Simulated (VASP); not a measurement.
Write the native input for VASP 6.6.1 that does the following.

```
Task                   : single point
Functional             : r2SCAN
Potentials or basis    : VASP PAW PBE potentials, release 64 (Li_sv, Ge_d, N)
Cutoff                 : 520 eV
k mesh                 : 12 × 12 × 4
Occupations            : gaussian, width 0.1 eV
Spin                   : no spin polarisation
Further INCAR settings : ALGO = Normal; EDIFF = 1e-06
```

The structure of LiGe4N3 lies in POSCAR:

```
LiGe4N3
1.0
    3.0666200000      0.0000000000      0.0000000000
   -1.5333100000      2.6557710000      0.0000000000
    0.0000000000      0.0000000000     13.0184000000
Li Ge N
1 4 3
Direct
    0.0000000000      0.0000000000      0.0000000000
    0.6666670000      0.3333330000      0.1851750000
    0.3333330000      0.6666670000      0.8148250000
    0.6666670000      0.3333330000      0.6044940000
    0.3333330000      0.6666670000      0.3955060000
    0.3333330000      0.6666670000      0.1131200000
    0.6666670000      0.3333330000      0.8868800000
    0.0000000000      0.0000000000      0.5000000000
```

The cell was built by a generator and needn't be a form met in nature.

The input as run:

INCAR

```
SYSTEM = LiGe4N3
PREC = Accurate ; ENCUT = 520
EDIFF = 1E-6 ; ISMEAR = 0
SIGMA = 0.1 ; LREAL = .False.
LASPH = .True. ; NELM = 150
ALGO = Normal ; ISIF = 2
LWAVE = .False. ; LCHARG = .False.
METAGGA = R2SCAN ; LMIXTAU = .True.
KPAR = 4
```

KPOINTS

```
Automatic mesh
0
Gamma
  12 12 4
  0 0 0
```

Potentials or basis: VASP PAW PBE potentials, release 64 (Li_sv, Ge_d, N).

Command:

```bash
$ cat potpaw_PBE.64/Li_sv/POTCAR potpaw_PBE.64/Ge_d/POTCAR potpaw_PBE.64/N/POTCAR > POTCAR
$ mpirun -np 4 vasp_std > vasp.out
```

It gave:

The largest force is 0.433 eV/Å and the band gap on the k mesh is none (metal or under the smearing width).

Caveat: the PAW data sets were made with another functional, which shifts forces and pressure a little.

It took 5.5 min on 4 MPI ranks on Intel(R) Xeon(R) Platinum 8488C (Sapphire Rapids) (shared host), peak memory 0.41 GiB a rank.
